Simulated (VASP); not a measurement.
Calculation: PBEsol GGA, VASP's PBE PAW potentials (set 64) (plane waves; VASP).

Input for VASP

**KPOINTS**
```
k-points along high-symmetry lines
15
Line-mode
Reciprocal
  0.000000   0.000000   0.000000 ! GAMMA
  0.000000   0.500000   0.000000 ! X

  0.000000   0.500000   0.000000 ! X
  0.500000   0.500000   0.000000 ! M

  0.500000   0.500000   0.000000 ! M
  0.000000   0.000000   0.000000 ! GAMMA

  0.000000   0.000000   0.000000 ! GAMMA
  0.500000   0.500000   0.500000 ! R

  0.500000   0.500000   0.500000 ! R
  0.000000   0.500000   0.000000 ! X

  0.500000   0.500000   0.500000 ! R
  0.500000   0.500000   0.000000 ! M
```

POSCAR:
```
Be3ZnTe4
1
    5.7300952341     0.0000000000     0.0000000000
    0.0000000000     5.7300952341     0.0000000000
   -0.0000000000     0.0000000000     5.7300952341
Zn Te Be
1 4 3
Direct
  0.0000000000   1.0000000000   0.0000000000
  0.2601491350   0.2601491350   0.2601491350
  0.7398508650   0.7398508650   0.2601491350
  0.7398508650   0.2601491350   0.7398508650
  0.2601491350   0.7398508650   0.7398508650
  0.5000000000   0.5000000000   0.0000000000
  0.5000000000   1.0000000000   0.5000000000
  0.0000000000   0.5000000000   0.5000000000
```

**INCAR**
```
SYSTEM=Be3ZnTe4
PREC=Accurate; ENCUT=400; LREAL=.False.
LASPH=.True.; ICHARG=11
EDIFF=1E-7; NELM=100; ALGO=Normal
LMAXMIX=4
ISMEAR=0; SIGMA=0.05
GGA=PS
LWAVE=.False.; LCHARG=.False.; LORBIT=11
```

POTCAR, in this order: Zn Te Be (PBE.64 set). Program: vasp_std. Read from the step before: CHGCAR.

Output of the run:

File OUTCAR:
```
 ion  position               nearest neighbor table
   1  0.000  0.000  0.000-   2 2.58   3 2.58   4 2.58   5 2.58
   2  0.260  0.260  0.260-   6 2.45   7 2.45   8 2.45   1 2.58
   3  0.740  0.740  0.260-   6 2.45   7 2.45   8 2.45   1 2.58
   4  0.740  0.260  0.740-   6 2.45   7 2.45   8 2.45   1 2.58
   5  0.260  0.740  0.740-   6 2.45   7 2.45   8 2.45   1 2.58
   6  0.500  0.500  0.000-   2 2.45   3 2.45   4 2.45   5 2.45
   7  0.500  0.000  0.500-   2 2.45   3 2.45   4 2.45   5 2.45
   8  0.000  0.500  0.500-   2 2.45   3 2.45   4 2.45   5 2.45
  LATTYP: Found a simple cubic cell.
 ALAT       =     5.7300952341
 Subroutine PRICEL returns:
 Original cell was already a primitive cell.
 Subroutine GETGRP returns: Found 24 space group operations
The static configuration has the point symmetry T_d .
The dynamic configuration has the point symmetry T_d .
 Subroutine INISYM returns: Found 24 space group operations
   k-points           NKPTS =     90   k-points in BZ     NKDIM =     90   number of bands    NBANDS=     26
   number of dos      NEDOS =    301   number of ions     NIONS =      8
   total plane-waves  NPLWV =  64000
   dimension x,y,z NGX =    40 NGY =   40 NGZ =   40
   dimension x,y,z NGXF=    80 NGYF=   80 NGZF=   80
   ions per type =               1   4   3
   PREC   = accura    normal or accurate (medium, high low for compatibility)
   ISTART =      0    job   : 0-new  1-cont  2-samecut
   ICHARG =     11    charge: 1-file 2-atom 10-const
   ISPIN  =      1    spin polarized calculation?
   LNONCOLLINEAR =      F non collinear calculations
   LSORBIT =      F    spin-orbit coupling
   INIWAV =      1    electr: 0-lowe 1-rand  2-diag
   ENCUT  =  400.0 eV  29.40 Ry    5.42 a.u.   9.34  9.34  9.34*2*pi/ulx,y,z
   NELM   =    100;   NELMIN=  2; NELMDL= -5     # of ELM steps
   EDIFF  = 0.1E-06   stopping-criterion for ELM
   LREAL  =      F    real-space projection
   NLSPLINE    = F    spline interpolate recip. space projectors
   LMAXMIX     =    4 max onsite mixed and CHGCAR
   VOSKOWN=      0    Vosko Wilk Nusair interpolation
   EDIFFG = 0.1E-05   stopping-criterion for IOM
   NSW    =      0    number of steps for IOM
   NBLOCK =      1;   KBLOCK =      1    inner block; outer block
   IBRION =     -1    ionic relax: 0-MD 1-quasi-New 2-CG
   NFREE  =      0    steps in history (QN), initial steepest desc. (CG)
   ISIF   =      2    stress and relaxation
   ISYM   =      2    0-nonsym 1-usesym 2-fastsym
   TEIN   =    0.0    initial temperature
   TEBEG  =    0.0;   TEEND  =   0.0 temperature during run
   SMASS  =  -3.00    Nose mass-parameter (am)
   PSTRESS=    0.0 pullay stress
   NELECT =      42.0000    total number of electrons
   EFERMI =   0.00;   METHOD = LEGACY
   ISMEAR =     0;   SIGMA  =   0.05  broadening in eV -4-tet -1-fermi 0-gaus
   IALGO  =     38    algorithm
   LDIAG  =      T    sub-space diagonalisation (order eigenvalues)
   IMIX   =      4    mixing-type and parameters
     AMIX     =   0.40;   BMIX     =  1.00
     AMIX_MAG =   1.60;   BMIX_MAG =  1.00
     AMIN     =   0.10
   GGA     = PS    functional components
   VOSKOWN =     0    Vosko Wilk Nusair interpolation
   LHFCALC =     F    Hartree Fock is set to
   LHFONE  =     F    Hartree Fock one center treatment
   AEXX    =    0.0000 exact exchange contribution
   IVDW    =     0    specifies the selected vdW correction
   LEPSILON=     F    determine dielectric tensor
   LRPA    =     F    only Hartree local field effects (RPA)
  energy-cutoff  :      400.00
  volume of cell :      188.14
      direct lattice vectors                 reciprocal lattice vectors
     5.730095234  0.000000000  0.000000000     0.174517169  0.000000000  0.000000000
     0.000000000  5.730095234  0.000000000     0.000000000  0.174517169  0.000000000
     0.000000000  0.000000000  5.730095234     0.000000000  0.000000000  0.174517169
 k-point     1 :   0.0000 0.0000 0.0000  plane waves:    3407
 k-point     2 :   0.0000 0.0357 0.0000  plane waves:    3407
 k-point     3 :   0.0000 0.0714 0.0000  plane waves:    3415
 k-point     4 :   0.0000 0.1071 0.0000  plane waves:    3419
...
```

**OSZICAR**
```
       N       E                     dE             d eps       ncg     rms          rms(c)
DAV:   1     0.193088916911E+03    0.19309E+03   -0.14706E+04  4680   0.117E+03
DAV:   2    -0.118710810235E+02   -0.20496E+03   -0.20018E+03  5604   0.244E+02
DAV:   3    -0.286462266726E+02   -0.16775E+02   -0.16642E+02  5902   0.764E+01
DAV:   4    -0.290014371417E+02   -0.35521E+00   -0.35474E+00  6100   0.112E+01
DAV:   5    -0.290107916094E+02   -0.93545E-02   -0.93534E-02  6404   0.168E+00
DAV:   6    -0.290110068344E+02   -0.21523E-03   -0.21522E-03  6278   0.223E-01
DAV:   7    -0.290110116537E+02   -0.48193E-05   -0.48193E-05  6388   0.340E-02
DAV:   8    -0.290110118696E+02   -0.21595E-06   -0.21579E-06  5568   0.629E-03
DAV:   9    -0.290110118767E+02   -0.70881E-08   -0.73044E-08  4858   0.137E-03
   1 F= -.29011012E+02 E0= -.29011012E+02  d E =-.227247E-14
```

**OUTCAR**
```
 val. band max:        4.5994440126   @ k =   0.0000   0.0000   0.0000

 cond. band min:       6.3941893505   @ k =   0.0000   0.0000   0.0000



 k-point     1 :       0.0000    0.0000    0.0000
  band No.  band energies     occupation
      1      -7.6872      2.00000
      2      -5.9904      2.00000
      3      -5.9904      2.00000
      4      -5.9904      2.00000
      5      -2.2260      2.00000
      6      -2.2260      2.00000
      7      -2.1933      2.00000
      8      -2.1933      2.00000
      9      -2.1933      2.00000
     10      -0.8356      2.00000
     11      -0.4100      2.00000
     12      -0.4100      2.00000
     13       1.9266      2.00000
     14       1.9266      2.00000
     15       1.9266      2.00000
     16       2.0615      2.00000
     17       2.0615      2.00000
     18       2.0615      2.00000
     19       4.5994      2.00000
     20       4.5994      2.00000
     21       4.5994      2.00000
     22       6.3942      0.00000
     23       6.5233      0.00000
     24       6.5233      0.00000
     25       6.5233      0.00000
     26       7.3751      0.00000

 k-point     2 :       0.0000    0.0357    0.0000
  band No.  band energies     occupation
      1      -7.6833      2.00000
      2      -5.9984      2.00000
      3      -5.9902      2.00000
      4      -5.9902      2.00000
      5      -2.2269      2.00000
      6      -2.2257      2.00000
      7      -2.1940      2.00000
      8      -2.1931      2.00000
      9      -2.1931      2.00000
     10      -0.8264      2.00000
     11      -0.4072      2.00000
     12      -0.3996      2.00000
     13       1.9170      2.00000
     14       1.9226      2.00000
     15       1.9226      2.00000
     16       2.0473      2.00000
     17       2.0620      2.00000
     18       2.0620      2.00000
     19       4.5642      2.00000
     20       4.5853      2.00000
     21       4.5853      2.00000
     22       6.4146      0.00000
     23       6.5284      0.00000
...
```

The density is held fixed in this step, so its total energy and stress have no physical meaning. Unless said otherwise, spin-orbit coupling is left out, though it shifts the bands of the heavy elements here.

The structure was generated: Be3ZnTe4 was put into an ordered model structure (P-43m), which need not be its known phase. It was relaxed first.
